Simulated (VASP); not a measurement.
# KP2Ru2 (I4/mmm) in VASP: single point with LDA

Aim: the single point of KP2Ru2 with LDA.

Program: VASP 6.6.1. These are calculated values, not measurements. Logs are shortened: lines on timing, memory, paths and dates and some standing lists are left out, and cuts for length are marked.

**1. The crystal as given**

It takes space group I4/mmm (No. 139, tetragonal). The conventional cell has a = 4.023 Å, b = 4.023 Å, c = 12.494 Å, α = 90.00°, β = 90.00°, γ = 90.00°. Around K (site symmetry 4/mmm) lie 8 P at 3.49 Å and 8 Ru at 3.72 Å. P (site symmetry 4mm) has 4 Ru at 2.30 Å as nearest neighbours. Around Ru (site symmetry -4m2) lie 4 P at 2.30 Å.

The cell is a database's computed one.

**2. Single point, LDA**

File INCAR:

```
  PREC = Accurate
  ENCUT = 520
  EDIFF = 1E-6
  ISMEAR = 0
  SIGMA = 0.1
  LREAL = False
  LASPH = True
  NELM = 100
  ALGO = Normal
  ISIF = 2
  LWAVE = False
  LCHARG = True
  GGA = CA
  LELF = True
  LVHAR = True
  NBANDS = 32
```

File KPOINTS:

```
regular mesh
0
Gamma
  6 6 6
```

File POSCAR:

```
KP2Ru2
1.0
   -2.0115419200      2.0115419200      6.2467772800
    2.0115419200     -2.0115419200      6.2467772800
    2.0115419200      2.0115419200     -6.2467772800
K P Ru
1 2 2
Direct
    0.0000000000      0.0000000000      0.0000000000
    0.3387220400      0.3387220400      0.0000000000
    0.6612779600      0.6612779600      0.0000000000
    0.7500000000      0.2500000000      0.5000000000
    0.2500000000      0.7500000000      0.5000000000
```

Potentials or basis: VASP PAW LDA potentials, release 64 (K_sv, P, Ru_pv).

Launch:

```
> cat potpaw_LDA.64/K_sv/POTCAR potpaw_LDA.64/P/POTCAR potpaw_LDA.64/Ru_pv/POTCAR > POTCAR
> mpirun -np 1 vasp_std > vasp.out
```

OUTCAR:

```text
PREC = Accurate
   ENCUT = 520
   EDIFF = 1E-6
   ISMEAR = 0
   LREAL = False
   LASPH = True
   NELM = 100
   ISIF = 2
   GGA = CA

 ion  position               nearest neighbor table
   1  0.000  0.000  0.000-
   2  0.339  0.339  0.000-   4 2.30   5 2.30   5 2.30   4 2.30
   3  0.661  0.661  0.000-   5 2.30   4 2.30   4 2.30   5 2.30
   4  0.750  0.250  0.500-   2 2.30   3 2.30   2 2.30   3 2.30   5 2.84   5 2.84   5 2.84   5 2.84

   5  0.250  0.750  0.500-   2 2.30   3 2.30   2 2.30   3 2.30   4 2.84   4 2.84   4 2.84   4 2.84

  LATTYP: Found a body centered tetragonal cell.
 ALAT       =     4.0230838400
 C/A-ratio  =     3.1054671135

  Lattice vectors:

 A1 = (  -2.0115419200,   2.0115419200,   6.2467772800)
 A2 = (   2.0115419200,  -2.0115419200,   6.2467772800)
 A3 = (   2.0115419200,   2.0115419200,  -6.2467772800)

Analysis of symmetry for initial positions (statically):
=====================================================================
 Subroutine PRICEL returns:
 Original cell was already a primitive cell.

 Routine SETGRP: Setting up the symmetry group for a
 body centered tetragonal supercell.

 Subroutine GETGRP returns: Found 16 space group operations
 (whereof 16 operations were pure point group operations)
 out of a pool of 16 trial point group operations.

The static configuration has the point symmetry D_4h.

Analysis of symmetry for dynamics (positions and initial velocities):
=====================================================================
 Subroutine PRICEL returns:
 Original cell was already a primitive cell.

 Routine SETGRP: Setting up the symmetry group for a
 body centered tetragonal supercell.

 Subroutine GETGRP returns: Found 16 space group operations
 (whereof 16 operations were pure point group operations)
 out of a pool of 16 trial point group operations.

The dynamic configuration has the point symmetry D_4h.

 Subroutine INISYM returns: Found 16 space group operations
 (whereof 16 operations are pure point group operations),
 and found     1 'primitive' translations

----------------------------------------------------------------------------------------

                                     Primitive cell

  volume of cell :     101.1054

  direct lattice vectors                    reciprocal lattice vectors
    -2.011541920  2.011541920  6.246777280     0.000000000  0.248565538  0.080041272
     2.011541920 -2.011541920  6.246777280     0.248565538  0.000000000  0.080041272
     2.011541920  2.011541920 -6.246777280     0.248565538  0.248565538  0.000000000

  length of vectors
     6.864024197  6.864024197  6.864024197     0.261134892  0.261134892  0.351524755

  position of ions in fractional coordinates (direct lattice)
     0.000000000  0.000000000  0.000000000
     0.338722040  0.338722040  0.000000000
     0.661277960  0.661277960  0.000000000
     0.750000000  0.250000000  0.500000000
     0.250000000  0.750000000  0.500000000

  ion indices of the primitive-cell ions
   primitive index   ion index
                 1           1
                 2           2
                 3           3
                 4           4
                 5           5

----------------------------------------------------------------------------------------

 KPOINTS: regular mesh

Automatic generation of k-mesh.
 Grid dimensions read from file:
 generate k-points for:    6    6    6

 Generating k-lattice:

  Cartesian coordinates                     Fractional coordinates (reciprocal lattice)
     0.000000000  0.041427590  0.013340212     0.166666667  0.000000000 -0.000000000
     0.041427590  0.000000000  0.013340212     0.000000000  0.166666667 -0.000000000
     0.041427590  0.041427590  0.000000000     0.000000000  0.000000000  0.166666667

  Length of vectors
     0.043522482  0.043522482  0.058587459

  Shift w.r.t. Gamma in fractional coordinates (k-lattice)
     0.000000000  0.000000000  0.000000000

 Subroutine IBZKPT returns following result:
 ===========================================

 Found     30 irreducible k-points:

 Following reciprocal coordinates:
            Coordinates               Weight
  0.000000  0.000000  0.000000      1.000000
  0.166667  0.000000 -0.000000      8.000000
  0.333333  0.000000 -0.000000      8.000000
  0.500000  0.000000  0.000000      4.000000
  0.166667  0.166667  0.000000      8.000000
  0.333333  0.166667 -0.000000     16.000000
[... 16 lines left out ...]
 -0.333333 -0.333333  0.166667      8.000000
 -0.166667 -0.333333  0.166667      8.000000
 [... further k-points ...]
   k-points           NKPTS =     30   k-points in BZ     NKDIM =     30   number of bands    NBANDS=     32
   number of dos      NEDOS =    301   number of ions     NIONS =      5
   total plane-waves  NPLWV = 157464
   dimension x,y,z NGX =    54 NGY =   54 NGZ =   54
   dimension x,y,z NGXF=   108 NGYF=  108 NGZF=  108
   ions per type =               1   2   2
   NGX,Y,Z   is equivalent  to a cutoff of  13.08, 13.08, 13.08 a.u.
   NGXF,Y,Z  is equivalent  to a cutoff of  26.16, 26.16, 26.16 a.u.
 SYSTEM =  unknown system
   PREC   = accura    normal or accurate (medium, high low for compatibility)
   ISTART =      0    job   : 0-new  1-cont  2-samecut
   ICHARG =      2    charge: 1-file 2-atom 10-const
   ISPIN  =      1    spin polarized calculation?
   LNONCOLLINEAR =      F non collinear calculations
   LSORBIT =      F    spin-orbit coupling
   LASPH  =      T    aspherical Exc in radial PAW
   ENCUT  =  520.0 eV  38.22 Ry    6.18 a.u.  12.76 12.76 12.76*2*pi/ulx,y,z
   NELM   =    100;   NELMIN=  2; NELMDL= -5     # of ELM steps
   EDIFF  = 0.1E-05   stopping-criterion for ELM
   LREAL  =      F    real-space projection
   EDIFFG = 0.1E-04   stopping-criterion for IOM
   NSW    =      0    number of steps for IOM
   IBRION =     -1    ionic relax: 0-MD 1-quasi-New 2-CG
   NFREE  =      0    steps in history (QN), initial steepest desc. (CG)
   ISIF   =      2    stress and relaxation
   ISYM   =      2    0-nonsym 1-usesym 2-fastsym
   POTIM  = 0.5000    time-step for ionic-motion
   TEBEG  =    0.0;   TEEND  =   0.0 temperature during run
   PSTRESS=    0.0 pullay stress
   NELECT =      47.0000    total number of electrons
   NUPDOWN=      -1.0000    fix difference up-down
   EMIN   =  10.00;   EMAX   =-10.00  energy-range for DOS
   EFERMI =   0.00;   METHOD = LEGACY
   ISMEAR =     0;   SIGMA  =   0.10  broadening in eV -4-tet -1-fermi 0-gaus
   EFERMI_NEDOS =   21; number of points for ismear=-14 and -15
   IALGO  =     38    algorithm
   IMIX   =      4    mixing-type and parameters
     AMIX     =   0.40;   BMIX     =  1.00
     AMIX_MAG =   1.60;   BMIX_MAG =  1.00
  volume/ion in A,a.u.               =      20.22       136.46
  Fermi-wavevector in a.u.,A,eV,Ry     =   1.268185  2.396523 21.882168  1.608294
  Thomas-Fermi vector in A             =   2.401294
   LORBIT       =      0    0 simple, 1 ext, 2 COOP (PROOUT), +10 PAW based schemes
   GGA     = CA    functional components
   LHFCALC =     F    Hartree Fock is set to
   AEXX    =    0.0000 exact exchange contribution
   IVDW    =     0    specifies the selected vdW correction
   LEPSILON=     F    determine dielectric tensor
   LRPA    =     F    only Hartree local field effects (RPA)
 non-spin polarized calculation
 Gauss-broadening in eV      SIGMA  =   0.10
  energy-cutoff  :      520.00
  volume of cell :      101.11
 maximum number of plane-waves:      2767
 NGX is ok and might be reduce to    54
   NGX = 25   NGY = 25   NGZ = 25

 number of electron      47.0000002 magnetization

 Free energy of the ion-electron system (eV)
  ---------------------------------------------------
  ext. energy  EPLUGINS =         0.00000000
  ---------------------------------------------------
  free energy    TOTEN  =       -37.77388461 eV

  energy without entropy =      -37.75725192  energy(sigma->0) =      -37.76556826

 E-fermi :   5.4868     XC(G=0): -10.4549

 val. band max:        5.4630242195   @ k =  -0.1667   0.1667   0.0000
 cond. band min:       5.5122830646   @ k =   0.1667   0.0000  -0.0000
 fundamental gap:      0.0492588451
 Fermi energy:         5.4868109084

 k-point     1 :       0.0000    0.0000    0.0000
  band No.  band energies     occupation
      1     -36.9410      2.00000
      2     -36.9410      2.00000
      3     -36.6290      2.00000
      4     -36.6290      2.00000
      5     -36.5266      2.00000
      6     -36.4472      2.00000
[... 24 lines left out ...]
     31      11.8993      0.00000
     32      11.9443      0.00000

 k-point     2 :       0.1667    0.0000   -0.0000
  band No.  band energies     occupation
      1     -36.9228      2.00000
      2     -36.9204      2.00000
      3     -36.6529      2.00000
      4     -36.6503      2.00000
      5     -36.5210      2.00000
      6     -36.4522      2.00000
[... 24 lines left out ...]
     31      11.5686      0.00000
     32      11.8428      0.00000

 k-point     3 :       0.3333    0.0000   -0.0000
  band No.  band energies     occupation
      1     -36.8714      2.00000
      2     -36.8640      2.00000
      3     -36.7157      2.00000
      4     -36.7080      2.00000
      5     -36.5059      2.00000
      6     -36.4662      2.00000
[... 24 lines left out ...]
     31      11.0732      0.00000
     32      11.7790      0.00000

 k-point     4 :       0.5000    0.0000    0.0000
  band No.  band energies     occupation
      1     -36.7964      2.00000
      2     -36.7964      2.00000
      3     -36.7864      2.00000
      4     -36.7864      2.00000
      5     -36.4858      2.00000
      6     -36.4858      2.00000
[... 24 lines left out ...]
     31      10.9859      0.00000
     32      11.9190      0.00000

 k-point     5 :       0.1667    0.1667    0.0000
  band No.  band energies     occupation
      1     -36.9539      2.00000
      2     -36.8558      2.00000
      3     -36.7215      2.00000
      4     -36.6205      2.00000
      5     -36.5161      2.00000
      6     -36.4565      2.00000
[... 584 lines left out ...]
     31      11.5084      0.00000
     32      11.9029      0.00000

 k-point    22 :      -0.1667    0.5000    0.1667
  band No.  band energies     occupation
      1     -36.8714      2.00000
      2     -36.8640      2.00000
      3     -36.7157      2.00000
      4     -36.7081      2.00000
      5     -36.5059      2.00000
      6     -36.4662      2.00000
[... 24 lines left out ...]
     31      10.8722      0.00000
     32      12.0673      0.00000

 k-point    23 :      -0.3333   -0.3333    0.1667
  band No.  band energies     occupation
      1     -36.9539      2.00000
      2     -36.8558      2.00000
      3     -36.7215      2.00000
      4     -36.6205      2.00000
      5     -36.5161      2.00000
      6     -36.4565      2.00000
[... 24 lines left out ...]
     31      11.0449      0.00000
     32      11.8023      0.00000

 k-point    24 :      -0.1667   -0.3333    0.1667
  band No.  band energies     occupation
      1     -36.9228      2.00000
      2     -36.9204      2.00000
      3     -36.6529      2.00000
      4     -36.6503      2.00000
      5     -36.5210      2.00000
      6     -36.4522      2.00000
[... 24 lines left out ...]
     31      11.2996      0.00000
     32      11.6130      0.00000

 [... further k-points ...]

------------------------ aborting loop because EDIFF is reached ----------------------------------------

  FORCE on cell =-STRESS in cart. coord.  units (eV):
  Direction    XX          YY          ZZ          XY          YZ          ZX
  --------------------------------------------------------------------------------------
  -------------------------------------------------------------------------------------
  Total       -2.8263865     -2.8263865     -2.1667994      0.0000000     -0.0000000      0.0000000
  in kB      -44.7886478    -44.7886478    -34.3364276      0.0000000     -0.0000000      0.0000000
  external PRESSURE =     -41.3045744 kB  Pullay stress =       0.0000000 kB

 VOLUME and BASIS-vectors are now :
 -----------------------------------------------------------------------------
  energy-cutoff  :      520.00
  volume of cell :      101.11
      direct lattice vectors                 reciprocal lattice vectors
    -2.011541920  2.011541920  6.246777280     0.000000000  0.248565538  0.080041272
     2.011541920 -2.011541920  6.246777280     0.248565538  0.000000000  0.080041272
     2.011541920  2.011541920 -6.246777280     0.248565538  0.248565538  0.000000000

 POSITION                                       TOTAL-FORCE (eV/Angst)
 -----------------------------------------------------------------------------------
      0.00000      0.00000      0.00000         0.000000      0.000000      0.000000
      0.00000      0.00000      4.23184        -0.000000     -0.000000     -0.199379
      0.00000      0.00000      8.26171        -0.000000     -0.000000      0.199379
      0.00000      2.01154      3.12339         0.000000      0.000000      0.000000
      2.01154      0.00000      3.12339         0.000000      0.000000      0.000000
 -----------------------------------------------------------------------------------
    total drift:                               -0.000000      0.000000      0.000000

  FREE ENERGIE OF THE ION-ELECTRON SYSTEM (eV)
  ---------------------------------------------------
  free  energy   TOTEN  =       -37.7738846071 eV

  energy  without entropy=      -37.7572519178  energy(sigma->0) =      -37.76556826
```

Run time: 6.3 min. Hardware: 1 thread of Intel Xeon Platinum 8488C (Sapphire Rapids), shared host; peak memory 0.34 GiB.

Results:

```
Free energy            : -37.7739 eV
Pressure               : -4.1 GPa
Largest force          : 0.199 eV/Å
Band gap on the k mesh : none (metal or under the smearing width)
```

Forces in eV/Å, atoms in the order of the input:
```
K    0.000  0.000  0.000
P    0.000  0.000 -0.199
P    0.000  0.000  0.199
Ru   0.000  0.000  0.000
Ru   0.000  0.000  0.000
```

Stress tensor (GPa, compression positive):
```
-4.48  0.00  0.00
 0.00 -4.48  0.00
 0.00  0.00 -3.43
```

Levels at points of the mesh, in eV from the Fermi level:
```csv
k point,band 20,band 21,band 22,band 23,band 24,band 25,band 26,band 27,band 28,band 29
"(0.00, 0.00, 0.00)",-0.80,-0.22,0.09,0.63,0.63,1.56,2.85,3.74,4.09,4.11
"(0.50, 0.00, 0.00)",-2.17,-2.00,-1.95,-0.70,-0.42,2.50,2.86,2.96,3.42,5.22
"(0.50, 0.50, 0.00)",-2.22,-2.02,-0.86,-0.60,-0.60,-0.09,-0.05,1.85,1.88,5.70
"(0.50, 0.50, 0.50)",-0.91,-0.21,0.71,0.71,1.10,1.56,1.57,4.30,4.30,4.42
```

Caveat: the k mesh is coarse (spacing up to 0.37 Å⁻¹), so the values aren't converged.
